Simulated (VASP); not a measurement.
Runs of VASP 6.6.1 on O2. The cell holds a molecule in a box, 2 atoms: a = 10.000 Å, b = 10.500 Å, c = 11.000 Å, α = 90.00°, β = 90.00°, γ = 90.00°. 

```csv
level,potentials or basis,cutoff (eV),smearing,gap on the mesh (eV),moment (μB),largest force (eV/Å)
PBEsol,"VASP PAW PBE potentials, release 64 (O)",520,gaussian 0.02 eV,2.26,2.00,-
PBEsol,"VASP PAW PBE potentials, release 64 (O)",520,gaussian 0.5 eV,2.26,2.00,-
r2SCAN,"VASP PAW PBE potentials, release 64 (O)",520,gaussian 0.02 eV,(a),2.00,0.38
PBEsol,"VASP PAW PBE potentials, release 64 (O_h)",900,gaussian 0.02 eV,(b),2.00,1.01
PBEsol,"VASP PAW PBE potentials, release 64 (O)",700,gaussian 0.02 eV,2.26,2.00,0.03
```

Alike in all rows: task single point; spin collinear, ferromagnetic start; cell as given; k mesh 1 × 1 × 1.

Question: Estimate the missing entries.

Answer: (a) 3.44; (b) 2.27.

Caveats: the PAW data sets were made with another functional, which shifts forces and pressure a little; the standard files for N, O and F lose accuracy on very short bonds (some runs).

A k mesh can miss the band edges.

Not every run made on this cell is shown here.
